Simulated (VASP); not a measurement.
Consider the following.

```yaml
crystal:
  lattice:
    - [3.17121, 0.00000, 0.00000]
    - [-1.58561, 2.74635, 0.00000]
    - [0.00000, 0.00000, 5.53788]
  atoms:
    - { symbol: Na, position: [0.00000, 0.00000, 0.00000] }
    - { symbol: Na, position: [0.00000, 0.00000, 0.50000] }
    - { symbol: F, position: [0.33333, 0.66667, 0.25000] }
    - { symbol: F, position: [0.66667, 0.33333, 0.75000] }
```

Level of theory: r2SCAN meta-GGA, VASP's PBE PAW potentials (set 64) (plane waves; VASP). Settings: 520 eV cut-off, 9×9×5 Γ-centred mesh, tetrahedra with Blöchl corrections, potentials Na_pv F.

Question: Give the energies of bands 9 to 16 at the high-symmetry points, in eV from the valence-band maximum.

Answer: 
| band | Γ | M | K | A | L | H |
|---|---|---|---|---|---|---|
| 9 | -1.72 | -1.59 | -1.17 | -1.04 | -1.52 | -1.19 |
| 10 | -0.22 | -1.18 | -1.04 | -1.04 | -1.52 | -1.19 |
| 11 | -0.22 | -0.81 | -1.04 | -0.11 | -0.54 | -0.92 |
| 12 | -0.20 | -0.58 | -0.66 | -0.11 | -0.54 | -0.92 |
| 13 | 0.00 | -0.39 | -0.66 | -0.11 | -0.35 | -0.49 |
| 14 | 0.00 | -0.31 | -0.66 | -0.11 | -0.35 | -0.49 |
| 15 | 7.28 | 11.77 | 12.99 | 9.08 | 12.83 | 13.79 |
| 16 | 11.79 | 13.35 | 12.99 | 9.08 | 12.83 | 13.79 |

The gap is direct, 7.28 eV, from the valence maximum at Γ to the conduction minimum at Γ.

The structure was generated: NaF was put into the NiAs type type (P6_3/mmc), which need not be its known phase. It was relaxed first, which changed the volume by -11 %.
